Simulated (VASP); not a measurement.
**In2WSe3: relaxation of cell and atoms with PBE**

In2WSe3:

```
In W Se
1.0
     0.00000    4.33511    6.05001
     2.90731    0.00000    6.05001
     2.90731    4.33511    0.00000
In W Se
2 1 3
Direct
  0.25000 0.25000 0.25000
  0.75000 0.75000 0.75000
  0.50000 0.50000 0.50000
  0.00000 0.00000 0.50000
  0.50000 0.50000 0.00000
  0.00000 0.00000 0.00000
```

The cell was built by a generator and needn't be a form met in nature.

```yaml
Program: VASP 6.6.1
Task: relaxation of cell and atoms
Functional: PBE
Potentials_or_basis: VASP PAW PBE potentials, release 64 (In_d, W_sv, Se)
Cutoff: 520 eV
k_mesh: 3 × 3 × 3
Occupations: gaussian, width 0.15 eV
Spin: no spin polarisation
Further_INCAR_settings: PREC = Normal; ALGO = Fast; EDIFF = 0.0001; IBRION = 2; EDIFFG = -0.08; NSW = 24; ISIF = 3
```

* Relaxed volume: 27.53 Å³/atom
* Relaxed cell: a = 7.279 Å, b = 7.286 Å, c = 5.112 Å, α = 69.38°, β = 69.53°, γ = 41.09°
* Space group after relaxing (to 0.05 Å): I4/mmm (No. 139)
* Energy gained by relaxing: 203.5 meV/atom
* Ionic steps: 10
* Pressure after relaxing: 0.0 GPa
* Band gap on the k mesh: none (metal or under the smearing width)

Stress tensor (GPa, compression positive):
```
-0.03  0.00  0.00
 0.00  0.11  0.00
 0.00  0.00 -0.02
```

The path:
| step | energy change (eV) | largest force (eV/Å) | pressure (GPa) | volume (Å³) |
| --- | --- | --- | --- | --- |
| 1 | 0.0000 | 0.0000 | 5.64 | 152.50 |
| 2 | -0.2642 | 0.0000 | -2.08 | 172.95 |
| 3 | -0.3091 | 0.0000 | -0.34 | 166.76 |
| 4 | -0.3877 | 0.0000 | -0.55 | 166.97 |
| 5 | -0.7789 | 0.0000 | -1.23 | 166.97 |
| 6 | -1.2194 | 0.0000 | 0.35 | 164.04 |
| 7 | -1.2194 | 0.0000 | 0.46 | 163.86 |
| 8 | -1.2183 | 0.0000 | 0.55 | 163.69 |
| 9 | -1.1850 | 0.0000 | -1.77 | 169.98 |
| 10 | -1.2213 | 0.0000 | 0.02 | 165.19 |

Final structure:
```xyz
6
Lattice="0.0000 3.6070 6.3224 3.6219 0.0000 6.3224 3.6219 3.6070 0.0000" Properties=species:S:1:pos:R:3 pbc="T T T"
In    1.8109    1.8035    3.1612
In    5.4328    5.4105    9.4836
W     3.6218    3.6070    6.3224
Se    1.8109    1.8035    0.0000
Se    1.8109    1.8035    6.3224
Se    0.0000    0.0000    0.0000
```

Levels at points of the mesh, in eV from the Fermi level:
| k point | band 27 | band 28 | band 29 | band 30 | band 31 | band 32 |
| --- | --- | --- | --- | --- | --- | --- |
| (0.00, 0.00, 0.00) | -1.14 | -0.96 | -0.08 | 0.21 | 0.53 | 1.14 |

Run time: 2.1 min on 2 MPI ranks on Intel(R) Xeon(R) 6975P-C (Granite Rapids), with other jobs on the host, peak memory 0.24 GiB a rank.

Caveat: the k mesh is coarse (spacing up to 0.47 Å⁻¹), so the values aren't converged; the relaxation stopped at a loose force limit of 0.08 eV/Å, so its end isn't a converged minimum. Spin-orbit coupling is left out, which matters for the levels of W.
